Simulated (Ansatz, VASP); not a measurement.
AlSi5: VASP beside Ansatz

```
Al Si
1.0
     4.91644    0.00000    0.00000
    -2.45822    4.25776    0.00000
     0.00000    0.00000    4.63892
Al Si
1 5
Direct
  0.00000 0.00000 0.50000
  0.33333 0.66667 0.50000
  0.66667 0.33333 0.50000
  0.50000 0.00000 0.00000
  0.00000 0.50000 0.00000
  0.50000 0.50000 0.00000
```

Alike in both runs: functional PBE; k mesh 6 × 6 × 4; occupations gaussian, width 0.1 eV; no spin polarisation.

Ansatz relaxed the structure, and its values are those at the end. VASP's run is a single point on that final structure, the one shown.

|  | VASP | Ansatz |
| --- | --- | --- |
| version | VASP 6.6.1 | Ansatz 0.2.0 |
| potentials or method | VASP PAW PBE potentials, release 64 (Al, Si) | scalar-relativistic, plane waves, PAW |
| plane-wave cutoff (eV) | 520 | 420 |
| valence electrons in the cell | 23 | 23 |

|  | VASP | Ansatz | Ansatz less VASP |
| --- | --- | --- | --- |
| gap on the k mesh at the Fermi level (eV) | none | none | - |
| pressure (GPa) | 0.0 | 0.1 | +0.05 |

A gap of «none» marks a metal or a gap that the smearing closes. The functional is the same, so the differences come from potentials, cutoffs and numerics.
